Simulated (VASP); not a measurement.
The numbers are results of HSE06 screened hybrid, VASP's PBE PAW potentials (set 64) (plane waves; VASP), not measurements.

VASP ran on this input.

**INCAR**
```
HFSCREEN = 0.2   ! 1/Angstrom
GGA = PE
SYSTEM = BC64
ISIF = 0
NELM = 50
LREAL = Auto   ! projection in real space or not
ISYM = 0
LASPH = T   ! aspherical one-centre terms
AEXX = 0.25
LORBIT = 10
PRECFOCK = Fast
ISMEAR = 0
LHFCALC = T
MAGMOM = 65*0.0154
ENCUT = 400   ! plane-wave cut-off (eV)
SIGMA = 0.05   ! width (eV)
LWAVE = F
PREC = Normal
NELMIN = 4
NUPDOWN = 1
LCHARG = F
ALGO = Normal
EDIFF = 1E-5
ISPIN = 2   ! spin-polarised
```

**POSCAR**
```
BC64
7.1465550
  1.0000000222   0.0000000000   0.0000000000
  0.0000000000   1.0000000222   0.0000000000
  0.0000000000   0.0000000000   1.0000000222
C B
64 1
Cartesian
  0.5020012521   0.9996250875   0.0009294494
  0.6265945096   0.1251936647   0.1241530910
  0.7502531862   0.2508068732   0.9978767071
  0.8704975472   0.3758892955   0.1184092677
  0.7517583060   0.0011292369   0.2494515861
  0.8768264354   0.1273954707   0.3737421770
  0.0021447479   0.0009844523   0.9996067336
  0.1263072857   0.1276476922   0.1255521962
  0.2511603761   0.2504767831   0.9990526664
  0.3746830555   0.3773915459   0.1204684966
  0.5019191600   0.5004190244   0.9971835354
  0.6251538152   0.6260018532   0.1228915503
  0.7512583229   0.7506621342   0.9982482072
  0.8756347573   0.8775386212   0.1234861478
  0.2516987264   0.9993756044   0.2519824913
  0.3863083508   0.1105398562   0.3808856862
  0.4993290416   0.2509861217   0.2517503486
  0.6255567908   0.3751139137   0.3738059744
  0.7486152062   0.5014213138   0.2474655027
  0.8705223356   0.6304602051   0.3730166839
  0.5090512927   0.9917126655   0.5011759841
  0.6304955226   0.1227928423   0.6261007759
  0.7520559048   0.2499739483   0.4989296086
  0.8768348359   0.3751445199   0.6215143378
  0.7538532389   0.9990168843   0.7498833870
  0.8770513672   0.1257692741   0.8742827564
  0.9991357362   0.5021358511   0.9950207779
  0.1230136327   0.6345719660   0.1143597156
  0.2507752290   0.7527725124   0.9961243237
  0.3762666916   0.8756616326   0.1243937222
  0.9921116522   0.2546006612   0.2411793162
  0.0899821327   0.4061240728   0.3427527801
  0.2452320008   0.5145287550   0.2343804061
  0.3746772221   0.6284440584   0.3715227086
  0.5019125110   0.7516953924   0.2484815254
  0.6292039236   0.8731293867   0.3743624383
  0.0024053933   0.0002465838   0.4994680658
  0.1266316877   0.1146170510   0.6343155907
  0.2803250940   0.2084443222   0.5404517171
  0.3863135613   0.3680429374   0.6383041685
  0.4993336995   0.4971710741   0.4979121287
  0.6266248615   0.6247663340   0.6237210365
  0.7502809059   0.7510123833   0.4981068437
  0.8770544701   0.8746239758   0.6231386228
  0.2509385262   0.9933451840   0.7555771443
  0.3778536898   0.1232056782   0.8775702503
  0.5090445426   0.2477395733   0.7571560406
  0.6291951933   0.3745524218   0.8757472266
  0.7517947631   0.4994797544   0.7477671299
  0.8756548622   0.6254435582   0.8713547646
  0.9991307123   0.7538714713   0.2467911075
  0.1257138734   0.8756535536   0.3741064482
  0.9921297640   0.5077023146   0.4943122180
  0.1263383009   0.6233475020   0.6212517193
  0.2511610067   0.7498569173   0.4984476520
  0.3778688368   0.8713369895   0.6257230079
  0.0024180573   0.2494554401   0.7486610694
  0.1257359506   0.3748512232   0.8732396554
  0.2517354181   0.4969301684   0.7495159466
  0.3762944950   0.6245192052   0.8732361941
  0.5020420752   0.7479730560   0.7493070585
  0.6266311877   0.8746057589   0.8743195908
  0.0021736787   0.7493157080   0.7479017333
  0.1271233392   0.8734794517   0.8754308437
  0.2613436701   0.3419909770   0.4068377483
```

**KPOINTS**
```
kpoints
0
Gamma
1 1 1
0 0 0
```

POTCAR, in this order: C B (PBE.64 set). Program: vasp_gam. Read from the step before: WAVECAR.

Output

OSZICAR:
```
       N       E                     dE             d eps       ncg     rms          rms(c)
DAV:   1    -0.666625131632E+03   -0.66663E+03   -0.84398E+00   656   0.800E+00    0.404E+00
DAV:   2    -0.666653079287E+03   -0.27948E-01   -0.13772E-01   704   0.907E-01    0.244E+00
DAV:   3    -0.666636174525E+03    0.16905E-01   -0.14783E-02   744   0.323E-01    0.133E+00
DAV:   4    -0.666631368333E+03    0.48062E-02   -0.45780E-03   752   0.180E-01    0.701E-01
DAV:   5    -0.666630052038E+03    0.13163E-02   -0.10018E-03   712   0.850E-02    0.379E-01
DAV:   6    -0.666629667700E+03    0.38434E-03   -0.24395E-04   736   0.436E-02    0.205E-01
DAV:   7    -0.666629555576E+03    0.11212E-03   -0.66146E-05   704   0.234E-02    0.110E-01
DAV:   8    -0.666629522759E+03    0.32816E-04   -0.15290E-05   432   0.119E-02    0.615E-02
DAV:   9    -0.666629513314E+03    0.94455E-05   -0.57731E-06   408   0.807E-03
   1 F= -.66662951E+03 E0= -.66662951E+03  d E =-.108146E-15  mag=     1.0000
```

**OUTCAR**
```
------------------------ aborting loop because EDIFF is reached ----------------------------------------
  volume of cell :      365.00
      direct lattice vectors                 reciprocal lattice vectors
     7.146555159  0.000000000  0.000000000     0.139927556  0.000000000  0.000000000
     0.000000000  7.146555159  0.000000000     0.000000000  0.139927556  0.000000000
     0.000000000  0.000000000  7.146555159     0.000000000  0.000000000  0.139927556
 POSITION                                       TOTAL-FORCE (eV/Angst)
 -----------------------------------------------------------------------------------
      3.58758      7.14388      0.00664        -0.011827     -0.001945     -0.008335
      4.47799      0.89470      0.88727        -0.016298      0.031212      0.019870
      5.36173      1.79241      7.13138         0.002594      0.014105      0.003078
      6.22106      2.68631      0.84622         0.014033     -0.034133     -0.001880
      5.37248      0.00807      1.78272         0.002660     -0.004195      0.006246
      6.26629      0.91044      2.67097        -0.016764     -0.003257     -0.008086
      0.01533      0.00704      7.14374         0.009224     -0.002663     -0.003983
      0.90266      0.91224      0.89727        -0.017703      0.013846     -0.023100
      1.79493      1.79005      7.13978        -0.001738     -0.001078     -0.008317
      2.67769      2.69705      0.86093        -0.016274      0.031279     -0.018458
      3.58699      3.57627      7.12643        -0.004576     -0.014058      0.023767
      4.46770      4.47376      0.87825        -0.008703     -0.004654      0.005243
      5.36891      5.36465      7.13404         0.003342      0.000672     -0.000658
      6.25777      6.27138      0.88250         0.002938      0.001207      0.005117
      1.79878      7.14209      1.80081         0.020710      0.001286      0.010443
      2.76077      0.78998      2.72202         0.036923     -0.014710      0.073477
      3.56848      1.79369      1.79915         0.078279     -0.095103     -0.049362
      4.47058      2.68077      2.67142         0.003246     -0.005961      0.007958
      5.35002      3.58343      1.76853        -0.011491      0.004668     -0.005391
      6.22124      4.50562      2.66578         0.012023      0.002072      0.034862
      3.63796      7.08733      3.58168        -0.001506      0.007419     -0.056385
      4.50587      0.87755      4.47446        -0.025968      0.011363     -0.010908
      5.37461      1.78645      3.56563        -0.018173     -0.004406      0.005426
      6.26635      2.68099      4.44169        -0.016870      0.012830      0.002755
      5.38745      7.13953      5.35908        -0.005112      0.006897     -0.007074
      6.26790      0.89882      6.24811        -0.003390     -0.001599      0.003767
      7.14038      3.58854      7.11097         0.016900     -0.012291      0.022437
      0.87912      4.53500      0.81728         0.068512     -0.015018      0.010253
      1.79218      5.37973      7.11886        -0.022094     -0.003543      0.003258
      2.68901      6.25796      0.88899        -0.014977      0.003253     -0.011743
      7.09018      1.81952      1.72360         0.008269      0.029399     -0.016335
      0.64306      2.90239      2.44950         0.200122      0.044866     -0.043342
      1.75256      3.67711      1.67501        -0.145947      0.077885     -0.080582
      2.67765      4.49121      2.65511        -0.017227      0.016924     -0.031793
      3.58695      5.37203      1.77579        -0.005236     -0.020040      0.015353
      4.49664      6.23987      2.67540         0.004003      0.007676      0.025300
      0.01719      0.00176      3.56948         0.005843     -0.010319      0.015971
      0.90498      0.81912      4.53317         0.074655     -0.004140      0.001195
      2.00336      1.48966      3.86237         0.059013      0.161612     -0.161385
      2.76081      2.63024      4.56168         0.039043     -0.075690      0.017478
      3.56852      3.55306      3.55836         0.078677      0.046552      0.093718
      4.47821      4.46493      4.45746        -0.018666     -0.022178     -0.031184
      5.36192      5.36715      3.55975        -0.000640     -0.001075     -0.016951
      6.26792      6.25055      4.45329        -0.002770     -0.003115      0.002024
      1.79335      7.09900      5.39977        -0.043270      0.007290     -0.007161
      2.70035      0.88050      6.27160        -0.010663     -0.002878     -0.014080
      3.63791      1.77048      5.41106        -0.000744      0.055990     -0.006563
      4.49658      2.67676      6.25858         0.007378     -0.023829     -0.006941
      5.37274      3.56956      5.34396        -0.000780     -0.010859      0.002675
      6.25792      4.46977      6.22718         0.000671     -0.005011     -0.000784
      7.14034      5.38758      1.76371         0.015741     -0.019355      0.012310
      0.89842      6.25791      2.67357        -0.006620     -0.016180      0.001792
      7.09031      3.62832      3.53263         0.008867      0.013357     -0.032919
      0.90288      4.45479      4.43981        -0.020053      0.024426     -0.008805
      1.79494      5.35889      3.56218         0.000528      0.007946      0.000760
      2.70046      6.22706      4.47176        -0.013085      0.013855      0.002590
      0.01728      1.78275      5.35035         0.006889     -0.015939      0.012522
      0.89858      2.67889      6.24066        -0.004641     -0.005572      0.016762
      1.79904      3.55134      5.35646         0.018088     -0.008088     -0.000009
      2.68921      4.46316      6.24063        -0.014949      0.011417     -0.003053
      3.58787      5.34543      5.35496        -0.013988      0.008909     -0.000712
      4.47825      6.25042      6.24837        -0.000180      0.006740     -0.006572
      0.01553      5.35503      5.34492         0.009241      0.003494      0.004065
      0.90849      6.24237      6.25631         0.017837      0.006546     -0.004385
      1.86771      2.44406      2.90749        -0.293322     -0.224109      0.224762
 -----------------------------------------------------------------------------------
    total drift:                               -0.062035     -0.014060      0.053450
  FREE ENERGIE OF THE ION-ELECTRON SYSTEM (eV)
  ---------------------------------------------------
  free  energy   TOTEN  =      -666.6295133138 eV

  energy  without entropy=     -666.6295133138  energy(sigma->0) =     -666.62951331

  exchange ACFDT corr.  =         0.00000000  see jH, gK, PRB 81, 115126

 total charge

# of ion       s       p       d       tot
------------------------------------------
    1        0.832   1.762   0.000   2.594
    2        0.836   1.742   0.000   2.577
    3        0.835   1.784   0.000   2.619
    4        0.838   1.774   0.000   2.612
    5        0.830   1.753   0.000   2.583
    6        0.829   1.744   0.000   2.572
    7        0.830   1.746   0.000   2.576
    8        0.829   1.734   0.000   2.563
    9        0.830   1.756   0.000   2.586
   10        0.834   1.726   0.000   2.560
   11        0.831   1.757   0.000   2.587
   12        0.835   1.755   0.000   2.590
   13        0.830   1.750   0.000   2.580
   14        0.832   1.762   0.000   2.594
   15        0.828   1.743   0.000   2.570
   16        0.833   1.756   0.000   2.590
   17        0.826   1.709   0.000   2.535
   18        0.833   1.752   0.000   2.585
   19        0.830   1.750   0.000   2.580
   20        0.838   1.774   0.000   2.612
   21        0.838   1.778   0.000   2.617
   22        0.834   1.748   0.000   2.582
   23        0.830   1.755   0.000   2.585
...
```
(Selected blocks of OUTCAR.)

OUTCAR:
```
 val. band max:       11.4222116968   @ k =   0.0000   0.0000   0.0000

 cond. band min:      13.6385693914   @ k =   0.0000   0.0000   0.0000


 Fermi energy:        11.7467279434

 spin component 1

 k-point     1 :       0.0000    0.0000    0.0000
  band No.  band energies     occupation
      1     -14.4460      1.00000
      2     -12.2312      1.00000
      3     -12.1059      1.00000
      4     -11.9799      1.00000
      5     -11.9528      1.00000
      6     -11.8625      1.00000
      7     -11.8212      1.00000
      8     -10.0630      1.00000
      9      -9.7807      1.00000
     10      -9.7249      1.00000
     11      -9.6622      1.00000
     12      -9.6468      1.00000
     13      -9.6224      1.00000
     14      -9.6120      1.00000
     15      -9.5742      1.00000
     16      -9.5351      1.00000
     17      -9.4962      1.00000
     18      -9.4186      1.00000
     19      -9.2810      1.00000
     20      -8.2728      1.00000
     21      -8.2343      1.00000
     22      -8.2233      1.00000
     23      -8.1691      1.00000
     24      -5.7985      1.00000
     25      -5.7370      1.00000
     26      -5.4792      1.00000
     27      -5.3993      1.00000
     28      -5.2404      1.00000
     29      -5.0649      1.00000
     30      -5.0624      1.00000
     31      -4.9319      1.00000
     32      -4.9040      1.00000
     33      -4.8760      1.00000
     34      -4.3712      1.00000
     35      -4.3387      1.00000
     36      -4.3277      1.00000
     37      -4.2350      1.00000
     38      -4.1765      1.00000
     39      -4.1305      1.00000
     40      -4.1291      1.00000
     41      -4.0664      1.00000
     42      -4.0062      1.00000
     43      -3.9863      1.00000
     44      -3.9819      1.00000
     45      -3.9020      1.00000
     46      -1.2657      1.00000
     47      -0.7440      1.00000
     48      -0.6887      1.00000
     49      -0.6404      1.00000
...
```

The supercell is sampled at Γ alone, which is coarse: total energies, pressure and levels can be off, energies of defects by several tenths of an eV.

The cell is a supercell with a defect, built from C (diamond): B_i. The cell's shape comes from a PBE relaxation.
